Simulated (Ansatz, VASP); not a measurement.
# CoSn: VASP beside Ansatz

One calculation is typed for both programs; each brings its own data sets and cutoff. How far apart do they land?

Method: plane waves, with VASP 6.6.1 beside it; relaxation of cell and atoms at r2SCAN and single point at r2SCAN, in Ansatz 0.2.0.

### 1. The starting structure

Symmetry: P6/mmm, No. 191, hexagonal system. The conventional cell has a = 5.246 Å, b = 5.246 Å, c = 4.188 Å, α = 90.00°, β = 90.00°, γ = 120.00°. Nearest to Sn lie 6 Co at 2.62 Å. Nearest to Sn lie 6 Co at 2.58 Å. Co has 6 Sn at 2.58 to 2.62 Å and 4 Co at 2.62 Å nearest. Farther neighbours are not listed.

As a file:

```
Sn Co
1.0
     5.24604    0.00000    0.00000
    -2.62302    4.54320    0.00000
     0.00000    0.00000    4.18759
Sn Co
3 3
Direct
  0.00000 0.00000 0.00000
  0.33333 0.66667 0.50000
  0.66667 0.33333 0.50000
  0.50000 0.00000 0.00000
  0.50000 0.50000 0.00000
  0.00000 0.50000 0.00000
```

### 2. VASP: relaxation of cell and atoms, r2SCAN

The relaxed volume is the usual yardstick between codes: its relative difference is about their pressure difference at one cell divided by the bulk modulus.

Lines of VASP's logs that name or quote its potential files are left out, and so is its time.

Input file INCAR:

```
SYSTEM = CoSn
PREC = Accurate
ENCUT = 400
EDIFF = 1E-06
NELM = 100
ISMEAR = 1
SIGMA = 0.2
LREAL = .FALSE.
ALGO = Normal
METAGGA = R2SCAN
LASPH = .TRUE.
NBANDS = 45
ISPIN = 2
MAGMOM = 0 0 0 2 -2 2
LMAXMIX = 4
LORBIT = 11
LWAVE = .FALSE.
LCHARG = .FALSE.
KPAR = 2
IBRION = 2
NSW = 60
ISIF = 3
EDIFFG = -0.01
```

Input file POSCAR:

```
CoSn
1.0
    5.2460399276      0.0000000000      0.0000000000
   -2.6230199638      4.5432038466      0.0000000000
    0.0000000000      0.0000000000      4.1875903000
Sn Co
3 3
Direct
    0.0000000000      0.0000000000      0.0000000000
    0.3333333333      0.6666666667      0.5000000000
    0.6666666667      0.3333333333      0.5000000000
    0.5000000000      0.0000000000      0.0000000000
    0.5000000000      0.5000000000      0.0000000000
    0.0000000000      0.5000000000      0.0000000000
```

Input file KPOINTS:

```
Automatic mesh
0
Gamma
5 5 6
0 0 0
```

The projector-augmented-wave data sets are Sn_d and Co (PBE family, release 64).

On the command line:

```sh
$ mpirun -np 2 vasp_std
```

Numbers of over 12 decimals in the logs are rounded to 6 here.

What it wrote:

```text
[banner, memory and clock lines left out]
running    2 mpi-ranks, on    1 nodes
 distrk:  each k-point on    1 cores,    2 groups
 distr:  one band on    1 cores,    1 groups

 POSCAR found type information on POSCAR SnCo
 POSCAR found :  2 types and       6 ions
|                                                                             |
|               ----> ADVICE to this user running VASP <----                  |
|                                                                             |
|     You enforced a specific xc type in the INCAR file but a different       |
|     [... a line on the potential file left out ...]
|     I HOPE YOU KNOW WHAT YOU ARE DOING!                                     |
|                                                                             |

 LDA part: xc-table for (None), standard interpolation
 POSCAR, INCAR and KPOINTS ok, starting setup
 FFT: planning ... GRIDC
 FFT: planning ... GRID_SOFT
 FFT: planning ... GRID
 WAVECAR not read
 entering main loop
       N       E                     dE             d eps       ncg     rms          rms(c)
DAV:   1     0.570937788702E+03    0.57094E+03   -0.27185E+04  6619   0.214E+03
DAV:   2    -0.225255463300E+02   -0.59346E+03   -0.57304E+03  6485   0.550E+02
DAV:   3    -0.121498424589E+03   -0.98973E+02   -0.96263E+02  6743   0.210E+02
DAV:   4    -0.126420768726E+03   -0.49223E+01   -0.48978E+01  7244   0.539E+01
DAV:   5    -0.126582452154E+03   -0.16168E+00   -0.16165E+00  9147   0.866E+00    0.204E+01
DAV:   6    -0.123382985170E+03    0.31995E+01   -0.68684E+01  7331   0.903E+01    0.310E+01
DAV:   7    -0.113511733841E+03    0.98713E+01   -0.24173E+01  7467   0.574E+01    0.798E+00
DAV:   8    -0.115243797030E+03   -0.17321E+01   -0.87469E+00  8155   0.348E+01    0.186E+01
DAV:   9    -0.113595520914E+03    0.16483E+01   -0.69985E+00  8558   0.257E+01    0.380E+00
DAV:  10    -0.113582767205E+03    0.12754E-01   -0.52057E-01  7352   0.616E+00    0.207E+00
DAV:  11    -0.113585692625E+03   -0.29254E-02   -0.10788E-01  8235   0.289E+00    0.917E-01
DAV:  12    -0.113596101401E+03   -0.10409E-01   -0.41161E-02  8125   0.158E+00    0.763E-01
DAV:  13    -0.113600334005E+03   -0.42326E-02   -0.21494E-02  9328   0.127E+00    0.592E-01
DAV:  14    -0.113604281709E+03   -0.39477E-02   -0.15713E-02  9978   0.110E+00    0.441E-01
[...]
DAV:  21    -0.113614991124E+03   -0.23396E-03   -0.92062E-04  8965   0.350E-01    0.486E-02
DAV:  22    -0.113615095530E+03   -0.10441E-03   -0.37354E-04  8462   0.162E-01    0.493E-02
DAV:  23    -0.113615241257E+03   -0.14573E-03   -0.28713E-03  8973   0.631E-01    0.341E-02
DAV:  24    -0.113615266438E+03   -0.25181E-04   -0.37157E-04  8519   0.189E-01    0.238E-02
DAV:  25    -0.113615282239E+03   -0.15801E-04   -0.37643E-04  8167   0.245E-01    0.134E-02
DAV:  26    -0.113615287082E+03   -0.48432E-05   -0.49827E-05  7655   0.686E-02    0.712E-03
DAV:  27    -0.113615288657E+03   -0.15749E-05   -0.25675E-05  6666   0.645E-02    0.266E-03
DAV:  28    -0.113615289237E+03   -0.57981E-06   -0.59075E-06  5991   0.155E-02
   1 F= -.11361529E+03 E0= -.11362117E+03  d E =-.113615E+03  mag=    -0.0003
 curvature:   0.00 expect dE= 0.000E+00 dE for cont linesearch  0.000E+00
 trial: gam= 0.00000 g(F)=  0.888E-09 g(S)=  0.355E-03 ort = 0.000E+00 (trialstep = 0.100E+01)
 search vector abs. value=  0.355E-03
 bond charge predicted
       N       E                     dE             d eps       ncg     rms          rms(c)
DAV:   1    -0.113620063671E+03   -0.47750E-02   -0.86280E-02  7102   0.326E+00    0.524E-01
DAV:   2    -0.113622172227E+03   -0.21086E-02   -0.36747E-02  7178   0.228E+00    0.604E-01
DAV:   3    -0.113615699393E+03    0.64728E-02   -0.17474E-02  7134   0.155E+00    0.159E-01
DAV:   4    -0.113615344618E+03    0.35477E-03   -0.13840E-03  8641   0.389E-01    0.463E-02
DAV:   5    -0.113615383121E+03   -0.38503E-04   -0.30902E-04  7663   0.233E-01    0.853E-02
DAV:   6    -0.113615336143E+03    0.46978E-04   -0.14571E-04  7849   0.168E-01    0.111E-02
DAV:   7    -0.113615338014E+03   -0.18703E-05   -0.16819E-05  7034   0.323E-02    0.693E-03
DAV:   8    -0.113615337906E+03    0.10792E-06   -0.20220E-06  3691   0.192E-02
   2 F= -.11361534E+03 E0= -.11362114E+03  d E =-.486690E-04  mag=    -0.0001
 trial-energy change:   -0.000049  1 .order   -0.000031   -0.000355    0.000293
 step:   0.5872(harm=  0.5483)  dis= 0.00000  next Energy=  -113.615397 (dE=-0.108E-03)
 bond charge predicted
       N       E                     dE             d eps       ncg     rms          rms(c)
DAV:   1    -0.113616201661E+03   -0.86365E-03   -0.14695E-02  7102   0.135E+00    0.215E-01
DAV:   2    -0.113616542063E+03   -0.34040E-03   -0.61785E-03  7183   0.936E-01    0.248E-01
DAV:   3    -0.113615470902E+03    0.10712E-02   -0.29222E-03  7155   0.634E-01    0.673E-02
DAV:   4    -0.113615459984E+03    0.10918E-04   -0.38298E-04  8758   0.266E-01    0.951E-02
DAV:   5    -0.113615401092E+03    0.58892E-04   -0.16816E-04  7642   0.180E-01    0.147E-02
DAV:   6    -0.113615394775E+03    0.63168E-05   -0.19330E-05  7414   0.396E-02    0.829E-03
DAV:   7    -0.113615392499E+03    0.22758E-05   -0.34488E-06  5637   0.225E-02    0.258E-03
DAV:   8    -0.113615392522E+03   -0.22654E-07   -0.54958E-07  3320   0.951E-03
   3 F= -.11361539E+03 E0= -.11362123E+03  d E =-.103285E-03  mag=    -0.0000
 curvature:  -0.27 expect dE=-0.829E-05 dE for cont linesearch -0.832E-08
 trial: gam= 0.09501 g(F)=  0.856E-09 g(S)=  0.305E-04 ort =-0.330E-05 (trialstep = 0.917E+00)
 search vector abs. value=  0.331E-04
 reached required accuracy - stopping structural energy minimisation
```

Parts of OUTCAR (step 2):

```text
ion  position               nearest neighbor table
   1  0.000  0.000  0.000-   4 2.62   4 2.62   6 2.62   6 2.62   5 2.62   5 2.62   3 3.68   3 3.68
                             2 3.68   2 3.68   2 3.68   3 3.68   2 3.68   3 3.68   2 3.68   3 3.68
   2  0.333  0.667  0.500-   6 2.58   6 2.58   4 2.58   4 2.58   5 2.58   5 2.58   3 3.03   3 3.03
                             3 3.03   1 3.68   1 3.68   1 3.68   1 3.68   1 3.68   1 3.68
   3  0.667  0.333  0.500-   6 2.58   6 2.58   4 2.58   4 2.58   5 2.58   5 2.58   2 3.03   2 3.03
                             2 3.03   1 3.68   1 3.68   1 3.68   1 3.68   1 3.68   1 3.68
   4  0.500  0.000  0.000-   2 2.58   3 2.58   2 2.58   3 2.58   1 2.62   1 2.62   6 2.62   5 2.62
                             5 2.62   6 2.62
   5  0.500  0.500  0.000-   2 2.58   3 2.58   2 2.58   3 2.58   6 2.62   6 2.62   1 2.62   4 2.62
                             4 2.62   1 2.62
   6  0.000  0.500  0.000-   2 2.58   3 2.58   2 2.58   3 2.58   5 2.62   5 2.62   1 2.62   1 2.62
                             4 2.62   4 2.62

  LATTYP: Found a hexagonal cell.
 ALAT       =     5.2460399276
 C/A-ratio  =     0.7982383584

 Subroutine GETGRP returns: Found 24 space group operations
 (whereof 24 operations were pure point group operations)

The static configuration has the point symmetry D_6h.

 Found     36 irreducible k-points:

   k-points           NKPTS =     36   k-points in BZ     NKDIM =     36   number of bands    NBANDS=     45

   dimension x,y,z NGX =    36 NGY =   36 NGZ =   28
   dimension x,y,z NGXF=    72 NGYF=   72 NGZF=   56

   ENCUT  =  400.0 eV  29.40 Ry    5.42 a.u.   8.55  8.55  6.83*2*pi/ulx,y,z

   NELECT =      69.0000    total number of electrons

 k-points in reciprocal lattice and weights: Automatic mesh
   0.00000000  0.00000000  0.00000000       0.007
   0.20000000  0.00000000  0.00000000       0.027
  -0.20000000  0.20000000  0.00000000       0.013
   0.40000000  0.00000000  0.00000000       0.027
  -0.40000000  0.40000000  0.00000000       0.013
   0.20000000  0.20000000  0.00000000       0.013
  -0.20000000  0.40000000  0.00000000       0.027
   0.40000000  0.20000000  0.00000000       0.027
   0.40000000  0.40000000  0.00000000       0.013
[...]
0.40000000  0.20000000  0.50000000       0.027
   0.40000000  0.40000000  0.50000000       0.013

 average (electrostatic) potential at core
       1-102.3644       2-102.2160       3-102.2160       4 -82.5986       5 -82.5988
       6 -82.5986

 E-fermi :  10.0469

 spin component 1
 k-point     1 :       0.0000    0.0000    0.0000
  band No.  band energies     occupation
    ...
     30       9.5297      1.00078
     31       9.5772      1.00222
     32       9.5772      1.00222
     33       9.6297      1.00600
     34       9.6298      1.00600
     35      10.7853     -0.00000
     36      10.8225     -0.00000
     37      11.6130     -0.00000
     38      11.6130     -0.00000
     39      13.3526     -0.00000
    ...

 k-point     2 :       0.2000    0.0000    0.0000
  band No.  band energies     occupation
    ...
     30       9.4213      1.00004
     31       9.5459      1.00113
     32       9.6142      1.00455
     33       9.6919      1.01542
     34       9.9038      0.96515
     35      10.8048     -0.00000
     36      11.2808     -0.00000
     37      11.8332     -0.00000
     38      12.2264     -0.00000
     39      13.6883     -0.00000
    ...

 k-point     3 :      -0.2000    0.2000    0.0000
  band No.  band energies     occupation
    ...
     30       9.4213      1.00004
     31       9.5459      1.00113
     32       9.6142      1.00455
     33       9.6919      1.01541
     34       9.9038      0.96516
     35      10.8048     -0.00000
     36      11.2808     -0.00000
     37      11.8332     -0.00000
     38      12.2264     -0.00000
     39      13.6883     -0.00000
    ...

 k-point     4 :       0.4000    0.0000    0.0000
  band No.  band energies     occupation
    ...
     29       8.6982      1.00000
     30       9.1324      1.00000
     31       9.4042      1.00003
     32       9.6075      1.00402
     33       9.6843      1.01393
     34      10.7455     -0.00000
     35      10.9263     -0.00000
     36      11.8237     -0.00000
     37      12.4292     -0.00000
     38      12.9696     -0.00000
    ...

 k-point     5 :      -0.4000    0.4000    0.0000
  band No.  band energies     occupation
    ...
     29       8.6982      1.00000
     30       9.1323      1.00000
     31       9.4042      1.00003
     32       9.6075      1.00402
     33       9.6842      1.01392
     34      10.7455     -0.00000
     35      10.9263     -0.00000
     36      11.8237     -0.00000
     37      12.4292     -0.00000
     38      12.9696     -0.00000
    ...

 k-point     6 :       0.2000    0.2000    0.0000
  band No.  band energies     occupation
    ...
     29       8.6249      1.00000
     30       9.2661      1.00000
     31       9.4263      1.00005
     32       9.5334      1.00085
     33       9.7546      1.02932
     34      10.5104     -0.00252
     35      10.9088     -0.00000
     36      11.2965     -0.00000
     37      12.8162     -0.00000
     38      13.3140     -0.00000
    ...

  Total        0.0424428      0.0427223     -0.0127775      0.0002420      0.0000000      0.0000000
  in kB        0.6822143      0.6867064     -0.2053822      0.0038903      0.0000000      0.0000000
  external PRESSURE =       0.3878462 kB  Pullay stress =       0.0000000 kB

  energy-cutoff  :      400.00
  volume of cell :       99.68
      direct lattice vectors                 reciprocal lattice vectors
     5.245161787  0.000000077  0.000000000     0.190651887  0.110072914  0.000000000
    -2.622580827  4.542443393  0.000000000    -0.000000003  0.220145835  0.000000000
     0.000000000  0.000000000  4.183553009     0.000000000  0.000000000  0.239031273

 POSITION                                       TOTAL-FORCE (eV/Angst)
 -----------------------------------------------------------------------------------
      0.00000      0.00000      0.00000         0.000000      0.000000      0.000000
      0.00000      3.02829      2.09178         0.000082     -0.000047     -0.000000
      2.62258      1.51415      2.09178        -0.000082      0.000047      0.000000
      2.62258      0.00000      0.00000         0.000000      0.000000      0.000000
      1.31129      2.27122      0.00000         0.000000      0.000000      0.000000
     -1.31129      2.27122      0.00000         0.000000      0.000000      0.000000
 -----------------------------------------------------------------------------------
    total drift:                                0.000000     -0.000000     -0.000000

  FREE ENERGIE OF THE ION-ELECTRON SYSTEM (eV)
  ---------------------------------------------------
  free  energy   TOTEN  =      -113.6153925216 eV

  energy  without entropy=     -113.6328990572  energy(sigma->0) =     -113.62122803

 reached required accuracy - stopping structural energy minimisation

 total charge
# of ion       s       p       d       tot
------------------------------------------
    1        1.133   1.165  10.046  12.344
    2        1.100   1.329  10.076  12.504
    3        1.100   1.329  10.076  12.504
    4        0.423   0.507   7.481   8.410
    5        0.423   0.507   7.481   8.411
    6        0.423   0.507   7.481   8.410
--------------------------------------------------
tot          4.602   5.342  52.640  62.584

 magnetization (x)
# of ion       s       p       d       tot
------------------------------------------
    1        0.000   0.000   0.000   0.000
    2        0.000   0.000   0.000   0.000
    3        0.000   0.000   0.000   0.000
    4        0.000   0.000   0.000   0.000
    5       -0.000  -0.000  -0.000  -0.000
    6        0.000   0.000   0.000   0.000
--------------------------------------------------
tot         -0.000   0.000  -0.000  -0.000

[... 6 further parts left out ...]
```

CONTCAR:

```
CoSn
   1.00000000000000
     5.2451617868166895    0.0000000766089009    0.0000000000000000
    -2.6225808270630906    4.5424433926779892    0.0000000000000000
     0.0000000000000000    0.0000000000000000    4.1835530091707867
  Sn              Co
     3     3
Direct
     0.0000000000000000    0.0000000000000000    0.0000000000000000
     0.3333336324135934    0.6666663675864066    0.5000000000000000
     0.6666663675864066    0.3333336324135934    0.5000000000000000
     0.5000000000000000    0.0000000000000000    0.0000000000000000
     0.5000000000000000    0.5000000000000000    0.0000000000000000
     0.0000000000000000    0.5000000000000000    0.0000000000000000
```

The run keeps the 8 symmetry operations of its start, so it cannot find a distortion of lower symmetry.

[end of part 1 of 2]

[Lines on the potential files, build, host, timing and source positions are cut from VASP's logs without a mark.]

[Logs are printed without paths, hosts, clocks, repeated set-up lines and the standing remarks that a program may print on its own settings, such as how far it seeks lower states.]

[Hosts, paths, dates, database ids (printed as entryN), source tags and the programs' standing remarks are cut or masked in the printed files.]
